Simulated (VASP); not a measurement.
Crystal: InAs.

```xyz
2
Lattice="0.0000 3.0180 3.0180 3.0180 0.0000 3.0180 3.0180 3.0180 0.0000" Properties=species:S:1:pos:R:3 pbc="T T T"
In    0.0000    0.0000    0.0000
As    1.5090    1.5090    1.5090
```

| Item | Value |
| --- | --- |
| Program | VASP 6.6.1 |
| Task | relaxation of cell and atoms |
| Functional | r2SCAN |
| Potentials or basis | VASP PAW PBE potentials, release 64 (In_d, As) |
| Cutoff | 600 eV |
| k mesh | 10 × 10 × 10 |
| Occupations | gaussian, width 0.03 eV |
| Spin | no spin polarisation |

At the start: pressure 2.3 GPa; volume 27.49 Å³/atom.

Problem. How do energy, volume and symmetry change on relaxing?

Solution. Over 3 steps the energy falls by 6.9 meV/atom and the volume is 28.52 Å³/atom (+3.7 %); space group F-43m (No. 216, to 0.05 Å).

Step by step:
| step | energy change (eV) | largest force (eV/Å) | pressure (GPa) | volume (Å³) |
| --- | --- | --- | --- | --- |
| 1 | 0.0000 | 0.0000 | 2.29 | 54.98 |
| 2 | -0.0100 | 0.0000 | -1.84 | 58.16 |
| 3 | -0.0139 | 0.0000 | -0.03 | 57.03 |

Final structure:
```xyz
2
Lattice="0.0000 3.0551 3.0551 3.0551 0.0000 3.0551 3.0551 3.0551 0.0000" Properties=species:S:1:pos:R:3 pbc="T T T"
In    0.0000    0.0000    0.0000
As    1.5276    1.5276    1.5276
```

Caveat: the PAW data sets were made with another functional, which shifts forces and pressure a little.
